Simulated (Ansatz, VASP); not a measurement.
# Cross-check of HfMg (Mg-Hf-Hf-Mg stack, (111) layers) between VASP and Ansatz, part 2 of 2

Wanted: the spread between two codes on one cell, functional and k mesh. Of the first pair: The structure shown is the start of the Ansatz relaxation below; VASP solves that cell, so the two are compared at the walk's first step.

VASP 6.6.1 and Ansatz 0.2.0.

So far. Step 4 (Differences): The forces differ by 12 meV/Å r.m.s., which is 2.7 % of the r.m.s. force of 0.428 eV/Å (both taken over all components). Where the cell holds vacuum, a pressure given here is an average over it and none of the material. Step 5 (Ansatz: relaxation, PBEsol): This is the run of step 2 again, met here at its other cell.

## 6. VASP: single point, PBEsol, relaxed cell, pair 2

Level of this step: PBEsol; plane waves and PAW (Mg, Hf_pv) (VASP).

The same cell, functional, mesh and smearing now go to VASP, with its own data sets.

Input file INCAR:

```
SYSTEM = HfMg
PREC = Accurate
ENCUT = 520
EDIFF = 1E-06
NELM = 120
ISMEAR = 0
SIGMA = 0.1
LREAL = .FALSE.
ALGO = Normal
GGA = PS
NBANDS = 18
LASPH = .TRUE.
LORBIT = 11
LWAVE = .FALSE.
LCHARG = .FALSE.
ISIF = 2
LDIPOL = .TRUE.
IDIPOL = 3
DIPOL = 0.5 0.5 0.239
LVHAR = .TRUE.
GGA_COMPAT = .FALSE.
NELMDL = -8
KPAR = 2
```

Input file POSCAR:

```
HfMg
1.0
    3.1214689437      0.0000000000      0.0000000000
   -1.5607344719      2.7032714024      0.0000000000
    0.0000000000      0.0000000000     39.3118247865
Mg Hf
2 2
Direct
    0.0000000000      0.0000000000      0.1405490368
    0.0000000000      0.0000000000      0.3365570274
    0.3333333333      0.6666666667      0.2084672771
    0.6666666667      0.3333333333      0.2686387871
```

Input file KPOINTS:

```
Automatic mesh
0
Gamma
9 9 1
0 0 0
```

Potentials, in the order of the species: Mg and Hf_pv (PBE family, release 64).

Launch:

```sh
$ mpirun -np 2 vasp_std
```

Numbers of over 12 decimals in the logs are rounded to 6 here.

The program printed:

```text
[banner, memory and clock lines left out]
running    2 mpi-ranks, on    1 nodes
[...]
[... a notice as in an earlier step ...]

 LDA part: xc-table for (Slater+PW92), standard interpolation
 POSCAR, INCAR and KPOINTS ok, starting setup
[...]
entering main loop
       N       E                     dE             d eps       ncg     rms          rms(c)
DAV:   1     0.586797736417E+02    0.58680E+02   -0.11627E+04   608   0.964E+02
DAV:   2    -0.194019237368E+02   -0.78082E+02   -0.76943E+02   612   0.168E+02
DAV:   3    -0.258305323349E+02   -0.64286E+01   -0.62327E+01   600   0.386E+01
DAV:   4    -0.259794019697E+02   -0.14887E+00   -0.14556E+00   592   0.554E+00
[...]
DAV:  29    -0.233890326895E+02   -0.24379E-05   -0.14842E-07   272   0.182E-03    0.454E-04
DAV:  30    -0.233890337261E+02   -0.10366E-05   -0.46811E-08   256   0.811E-04    0.113E-03
DAV:  31    -0.233890346290E+02   -0.90291E-06   -0.38776E-08   268   0.603E-04
   1 F= -.23389035E+02 E0= -.23382122E+02  d E =-.138261E-01
```

From OUTCAR (step 6):

```text
  Total       -0.1090851     -0.1090851     -0.0891769      0.0000000      0.0000000     -0.0000000
  in kB       -0.5268710     -0.5268710     -0.4307160      0.0000000      0.0000000     -0.0000000
  external PRESSURE =      -0.4948193 kB  Pullay stress =       0.0000000 kB

 POSITION                                       TOTAL-FORCE (eV/Angst)
 -----------------------------------------------------------------------------------
      0.00000      0.00000      5.52524        -0.000000     -0.000000     -0.001869
      0.00000      0.00000     13.23067        -0.000000      0.000000      0.001869
     -0.00000      1.80218      8.19523        -0.000000      0.000000      0.040124
      1.56073      0.90109     10.56068         0.000000     -0.000000     -0.040124
 -----------------------------------------------------------------------------------
    total drift:                                0.000000      0.000000      0.000006

  FREE ENERGIE OF THE ION-ELECTRON SYSTEM (eV)
  ---------------------------------------------------
  free  energy   TOTEN  =       -23.3890346290 eV

  energy  without entropy=      -23.3752085568  energy(sigma->0) =      -23.38212159

[... 1 part as in an earlier step ...]

[... 2 further parts left out ...]
[key lines of the parts left out:]
E-fermi :  -2.1376
```

The run ends at a pressure of -0.05 GPa, with forces up to 0.040 eV/Å.

## 7. Side by side

What differs besides the data sets and the points named for the pairs above, as far as they apply: the data sets hold 72 valence electrons in Ansatz (on its PAW soft_1 files) and 24 in VASP. Total energies have different zeros and are not compared.

The largest component of a force difference here is 40 meV/Å. Where the cell holds vacuum, a pressure given here is an average over it and none of the material.

## 8. Ansatz: relaxation, PBEsol

The two programs are compared at the cell with which this relaxation starts, whose forces are those of its first step.

The structure compared here is the start of the Ansatz relaxation; VASP solves that cell, so the two are compared at the walk's first step.

Input file input.yaml:

```yaml
crystal:
  lattice:
    - [3.1214689437, 0.0, 0.0]
    - [-1.5607344719, 2.7032714024, 0.0]
    - [0.0, 0.0, 39.3118247865]
  atoms:
    - { symbol: Mg, position: [0.0, 0.0, 0.1405490368] }
    - { symbol: Hf, position: [0.3333333333, 0.6666666667, 0.2084672771] }
    - { symbol: Hf, position: [0.6666666667, 0.3333333333, 0.2686387871] }
    - { symbol: Mg, position: [0.0, 0.0, 0.3365570274] }
  periodic: [true, true, false]
kpoints:
  mp_grid: { grid: [12, 12, 1] }
hamiltonian:
  xc: pbesol
  pseudopotentials: { kind: paw, azcp: { folder: soft_1 }, xc_functional: pbe }
scf:
  occupations: { method: gaussian, width: 0.1 }
output:
  forces: true
  stress: true
  eigenvalues: true
relax:
  adjacent_minimum: "off"
  f_tol: 0.005
  max_steps: 80
  cell: { stress_2d_tol: 0.02 }
```

Launch:

```sh
$ ansatz run input.yaml --threads 4 --pin off --max-ram 12288MiB --backend cpu --events-out ev --progress --plain --runs-dir out
```

The program printed:

```text
[...]
Crystal: 4 atoms, lattice volume = 331.720 Å³
Basis set: ecut = 420 eV, 6455 PW (Γ), exchange–correlation on 48×48×540 points (8 copies of the dense FFT grid, shifted against one another)
Bands: 44, of which v1, the nominal top of the filled ones, is band 36 counted from 1 (35 counted from 0)
Symmetry: 12 space group operations
[...]
k-points: 19 of 144
[...]
cell:  # Å, volume = 330.8531 Å³
    - [3.117387, 2.8829749861601933e-11, 0]
    - [-1.558693, 2.699736, 0]
    - [0, 0, 39.3118247865]
  atoms:
    - { symbol: Mg, position: [-3.286067169383751e-19, 3.286067169383671e-19, 0.139844] }
    - { symbol: Hf, position: [0.333333, 0.666667, 0.208394] }
    - { symbol: Hf, position: [0.666667, 0.333333, 0.268712] }
    - { symbol: Mg, position: [3.2860671693837503e-19, -3.2860671693836723e-19, 0.337262] }
[key lines of the parts left out:]
SCF converged after 8 iterations
Free energy (F): -35020.644385 eV
Fermi energy:    -4.255856 eV
P = ½ c Tr σ = -0.0097 N/m
```

## 9. VASP: single point, PBEsol, start cell, pair 3

The same cell, functional, mesh and smearing now go to VASP, with its own data sets.

INCAR is that of step 6.

Input file POSCAR:

```
HfMg
1.0
    3.1214690000      0.0000000000      0.0000000000
   -1.5607340000      2.7032710000      0.0000000000
    0.0000000000      0.0000000000     39.3118250000
Mg Hf
2 2
Direct
    0.0000000000      0.0000000000      0.1405490333
    0.0000000000      0.0000000000      0.3365570283
    0.3333332882      0.6666667900      0.2084672742
    0.6666663914      0.3333332100      0.2686387874
```

Input file KPOINTS:

```
Automatic mesh
0
Gamma
12 12 1
0 0 0
```

Launch:

```sh
$ mpirun -np 2 vasp_std
```

The program printed:

```text
[... set-up lines as in an earlier step ...]
 entering main loop
       N       E                     dE             d eps       ncg     rms          rms(c)
DAV:   1     0.599183691606E+02    0.59918E+02   -0.11523E+04   948   0.953E+02
DAV:   2    -0.192634467209E+02   -0.79182E+02   -0.78098E+02   946   0.169E+02
DAV:   3    -0.258172108994E+02   -0.65538E+01   -0.63942E+01   952   0.388E+01
DAV:   4    -0.259737084605E+02   -0.15650E+00   -0.15385E+00   956   0.581E+00
[...]
DAV:  30    -0.233837922906E+02   -0.39210E-05   -0.18983E-07   456   0.219E-03    0.118E-02
DAV:  31    -0.233837980655E+02   -0.57750E-05   -0.83455E-07   510   0.423E-03    0.547E-03
DAV:  32    -0.233837990455E+02   -0.97994E-06   -0.39391E-07   390   0.350E-03
   1 F= -.23383799E+02 E0= -.23375613E+02  d E =-.163714E-01
```

From OUTCAR (step 9):

```text
  Total       -0.1557960     -0.1557959      0.2269331     -0.0000000      0.0000000     -0.0000000
  in kB       -0.7524801     -0.7524799      1.0960657     -0.0000001      0.0000000     -0.0000000
  external PRESSURE =      -0.1362981 kB  Pullay stress =       0.0000000 kB

 POSITION                                       TOTAL-FORCE (eV/Angst)
 -----------------------------------------------------------------------------------
      0.00000      0.00000      5.52524        -0.000000      0.000000     -0.055249
      0.00000      0.00000     13.23067        -0.000000      0.000000      0.055249
     -0.00000      1.80218      8.19523         0.000000      0.000000      0.081141
      1.56073      0.90109     10.56068         0.000000     -0.000000     -0.081141
 -----------------------------------------------------------------------------------
    total drift:                                0.000272      0.000000     -0.000030

  FREE ENERGIE OF THE ION-ELECTRON SYSTEM (eV)
  ---------------------------------------------------
  free  energy   TOTEN  =       -23.3837990455 eV

  energy  without entropy=      -23.3674276572  energy(sigma->0) =      -23.37561335

[... 3 further parts left out ...]
[key lines of the parts left out:]
E-fermi :  -2.1103
```

The run ends at a pressure of -0.01 GPa, with forces up to 0.081 eV/Å.

## 10. Comparison

What differs besides the data sets and the points named for the pairs above, as far as they apply: the data sets hold 72 valence electrons in Ansatz (on its PAW soft_1 files) and 24 in VASP. Total energies have different zeros and are not compared.

Forces (eV/Å; atoms numbered as in POSCAR):

| atom | Ansatz x, y, z | VASP x, y, z |
| --- | --- | --- |
| Mg1 | 0.000, 0.000, -0.053 | 0.000, 0.000, -0.055 |
| Mg2 | 0.000, 0.000, 0.053 | 0.000, 0.000, 0.055 |
| Hf3 | 0.000, 0.000, 0.040 | 0.000, 0.000, 0.081 |
| Hf4 | 0.000, 0.000, -0.040 | 0.000, 0.000, -0.081 |

The forces differ by 17 meV/Å r.m.s., which is 41.6 % of the r.m.s. force of 0.040 eV/Å (both taken over all components). Where the cell holds vacuum, a pressure given here is an average over it and none of the material.

## 11. Summary of results

- r.m.s. force difference (single point, PBEsol, start cell, pair 1): 2.7 % of the r.m.s. force
- r.m.s. force difference (single point, PBEsol, relaxed cell, pair 2): 17 meV/Å
- r.m.s. force difference (single point, PBEsol, start cell, pair 3): 17 meV/Å

What this shows: The r.m.s. force difference is 17 meV/Å (single point, PBEsol, start cell, pair 3), beyond the 12 meV/Å picked in this series as the mark of a large difference. The data sets hold unlike numbers of valence electrons (72 in Ansatz and 24 in VASP), so part of the differences may come from the potentials. What causes the difference of the single point, PBEsol, relaxed cell, pair 2 pair stays open here. What causes the difference of the single point, PBEsol, start cell, pair 3 pair stays open here. Such differences can come from data sets, numerical settings and the points named under the comparisons, not from the functional's error against experiment.

[Lines on the potential files, build, host, timing and source positions are cut from VASP's logs without a mark.]

[Logs are printed without paths, hosts, clocks, repeated set-up lines and the standing remarks that a program may print on its own settings, such as how far it seeks lower states.]

[Hosts, paths, dates, database ids (printed as entryN), source tags and the programs' standing remarks are cut or masked in the printed files.]
